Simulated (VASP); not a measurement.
```
BaTiO3
1.0
    3.98377     0.00000     0.00000
    0.00000     3.98377     0.00000
    0.00000     0.00000     3.98377
Ba Ti O
1 1 3
Direct
  0.00000   0.00000   0.00000
  0.50000   0.50000   0.50000
  0.50000   0.00000   0.50000
  0.00000   0.50000   0.50000
  0.50000   0.50000   0.00000
```

Calculation: r2SCAN+rVV10, VASP's PBE PAW potentials (set 64) (plane waves; VASP). Run with 520 eV cut-off, 5×5×5 Γ-centred mesh, Gaussian smearing of 0.050 eV, potentials Ba_sv Ti_sv O.

The ions, cell shape and volume are relaxed. What does this cell relax into?

```
BaTiO3
1.0
    3.99860     0.00000     0.00000
    0.00000     3.99860     0.00000
    0.00000     0.00000     3.99860
Ba Ti O
1 1 3
Direct
  0.00000   0.00000   0.00000
  0.50000   0.50000   0.50000
  0.50000   0.00000   0.50000
  0.00000   0.50000   0.50000
  0.50000   0.50000   0.00000
```
Space group Pm-3m (221), at a tolerance of 0.03 Å.

How do energy and volume change from the first to the last step?

The energy (σ→0) changes by -0.9 meV/atom and the volume by +1.1 %, in 3 ionic steps.

The compound is BaTiO3 in the cubic perovskite structure, the ideal cubic form; the compound distorts at low or room temperature. This run relaxes it. Symmetry was kept, so distortions that lower it aren't found.
